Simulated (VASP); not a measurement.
Consider the following.

```xyz
2
Lattice="0.0000 2.8743 2.8743 2.8743 0.0000 2.8743 2.8743 2.8743 0.0000" Properties=species:S:1:pos:R:3 pbc="T T T"
Ge     0.0000     0.0000     0.0000
Ge     1.4372     1.4372     1.4372
```

The numbers are results of PBE GGA, VASP's PBE PAW potentials (set 64) (plane waves; VASP), not measurements. Numerical set-up: 400 eV cut-off, 10×10×10 Γ-centred mesh, first-order Methfessel-Paxton smearing of 0.10 eV, potentials Ge_d.

**Question.** What does the run give for the energy per atom (σ→0), band gap (on the k-mesh) with the smallest direct gap where there is one?

**Answer.** 
- band gap (on the k-mesh) = none (metal, semimetal or under 0.01 eV)
- energy per atom (σ→0) = -4.517 eV/atom

Total energies compare only between runs with the same potentials, cut-off and functional.

The compound is Ge in the diamond structure. It was relaxed first. The start is the result of an earlier pass.
